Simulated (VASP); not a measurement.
# HfB: atomic charges with PBEsol

The system is HfB.

```
Hf B
1.0
     0.00000    2.31000    2.31000
     2.31000    0.00000    2.31000
     2.31000    2.31000    0.00000
Hf B
1 1
Direct
  0.50000 0.50000 0.50000
  0.00000 0.00000 0.00000
```

```
Program                : VASP 6.6.1
Task                   : atomic charges
Functional             : PBEsol
Potentials or basis    : VASP PAW PBE potentials, release 64 (Hf_pv, B)
Cutoff                 : 520 eV
k mesh                 : 10 × 10 × 10
Occupations            : gaussian, width 0.02 eV
Spin                   : no spin polarisation
Further INCAR settings : ALGO = Fast; EDIFF = 1e-06
```

```json
{
 "Pressure": "24.1 GPa",
 "Band gap on the k mesh": "none (metal or under the smearing width)",
 "Valence electrons inside the program's atomic spheres": "Hf 8.92; B 1.93"
}
```

Levels at points of the mesh, in eV from the Fermi level:
| k point | band 5 | band 6 | band 7 | band 8 | band 9 | band 10 |
| --- | --- | --- | --- | --- | --- | --- |
| (0.00, 0.00, 0.00) | 2.18 | 2.18 | 2.18 | 4.00 | 4.00 | 4.00 |
| (0.50, 0.00, 0.00) | -3.98 | -1.36 | -1.36 | 6.53 | 6.53 | 7.59 |
| (0.50, 0.50, 0.00) | -1.12 | -0.88 | 2.41 | 2.41 | 6.26 | 7.91 |

It took 5.4 s on 1 thread of AMD EPYC 9R45 96-Core Processor (Zen 5) (shared host), peak memory 0.11 GiB.

Caveat: so large a pressure means that the cell lies far from this level's equilibrium, or that cutoff or potentials fall short; the potentials were made for another functional, which shifts forces and pressure. Spin-orbit coupling is left out, which matters for the levels of Hf.
